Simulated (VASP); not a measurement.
Input:

```
Pd
1.0
    0.00000     1.87418     1.87418
    1.87418     0.00000     1.87418
    1.87418     1.87418     0.00000
Pd
1
Cartesian
  0.00000   0.00000   0.00000
```

Calculation: LDA (Ceperley-Alder, Perdew-Zunger), VASP's LDA PAW potentials (set 64) (plane waves; VASP 6.6.1). Settings: 500 eV cut-off, 17×17×17 Γ-centred mesh, first-order Methfessel-Paxton smearing of 0.10 eV, potentials Pd.

Energy and stress use the plane-wave basis of the starting cell.

Question: The ions, cell shape and volume at an external pressure of 30.0 GPa are relaxed. Give the cell that the relaxation ends in.

Answer: 
```
Pd
1.0
    0.00000     1.85661     1.85661
    1.85661     0.00000     1.85661
    1.85661     1.85661     0.00000
Pd
1
Direct
  0.00000   0.00000   0.00000
```
Space group Fm-3m (225), at a tolerance of 0.03 Å.

Question: How do energy and volume change from the first to the last step?

Answer: The energy (σ→0) changes by +56.9 meV/atom and the volume by -2.8 %, in 4 ionic steps.

The compound is Pd in the fcc structure. This run relaxes it under an external pressure of 30 GPa. Symmetry was kept, so distortions that lower it aren't found.
